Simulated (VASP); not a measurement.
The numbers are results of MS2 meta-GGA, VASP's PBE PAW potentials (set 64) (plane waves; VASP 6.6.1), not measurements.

A VASP calculation is set up with these files.

File KPOINTS:
```
Automatic mesh
0
Gamma
5 5 4
0 0 0
```

INCAR:
```
# general
SYSTEM  = Te
PREC    = Accurate
ENCUT   = 520
LREAL   = .False.
LASPH   = .True.

# electronic loop
EDIFF   = 1E-6
NELM    = 100
ALGO    = Normal
LMAXMIX = 4
LMIXTAU = .True.

# smearing
ISMEAR  = 0
SIGMA   = 0.05

# functional
METAGGA = MS2

# ions
IBRION  = 2
NSW     = 60
ISIF    = 3
EDIFFG  = -0.02

# output
LWAVE   = .False.
LCHARG  = .False.
```

File POSCAR:
```
Te
1
    2.1980042566    -3.8070547597    -0.0000000000
    2.1980042566     3.8070547597     0.0000000000
    0.0000000000    -0.0000000000     5.8583662273
Te
3
Direct
  1.0000000000   0.2811410132   0.6666670000
  0.7188589868   0.7188589868   0.0000000000
  0.2811410132   1.0000000000   0.3333330000
```

POTCAR, in this order: Te (PBE.64 set). Program: vasp_std.

Problem. What will the output report for the number of irreducible k-points (NKPTS), largest plane-wave count, number of space-group operations, FFT grid (NGX, NGY, NGZ)?

Solution. 
```json
{
 "number of irreducible k-points (NKPTS)": "17",
 "largest_plane_wave_count": "2655",
 "number_of_space_group_operations": "6",
 "FFT grid (NGX, NGY, NGZ)": "36 × 36 × 48"
}
```

The compound is Te in the trig structure. This run relaxes it. Symmetry was kept, so distortions that lower it aren't found. The start is the result of an earlier pass.
